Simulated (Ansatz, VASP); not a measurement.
# Two plane-wave programs on Be7B

```
CELL_PARAMETERS angstrom
-2.47746 2.47746 2.47746
2.47746 -2.47746 2.47746
2.47746 2.47746 -2.47746
ATOMIC_POSITIONS crystal
Be 0.00000 0.50000 0.50000
Be 0.50000 0.50000 0.00000
Be 0.50000 0.00000 0.50000
Be 0.00000 0.00000 0.50000
Be 0.00000 0.50000 0.00000
Be 0.50000 0.00000 0.00000
Be 0.50000 0.50000 0.50000
B 0.00000 0.00000 0.00000
```

Change from the starting cell: species swapped into the Fe7Co type (Im-3m, No. 229).

Alike in both runs: functional PBE; k mesh 12 × 12 × 12; occupations gaussian, width 0.1 eV; no spin polarisation.

Ansatz relaxed the structure, and its values are those at the end. VASP's run is a single point on that final structure, the one shown.

```csv
,VASP,Ansatz
version,VASP 6.6.1,Ansatz 0.2.0
potentials or method,"VASP PAW PBE potentials, release 64 (Be, B)","scalar-relativistic, plane waves, PAW"
plane-wave cutoff (eV),520,420
valence electrons in the cell,17,17
```

Ansatz gave:

- gap on the k mesh at the Fermi level (eV): none
- pressure (GPa): 0.0

**Question.** Which values does VASP return?

**Answer.** gap on the k mesh at the Fermi level (eV): none; pressure (GPa): 0.2.

A gap of «none» marks a metal or a gap that the smearing closes.
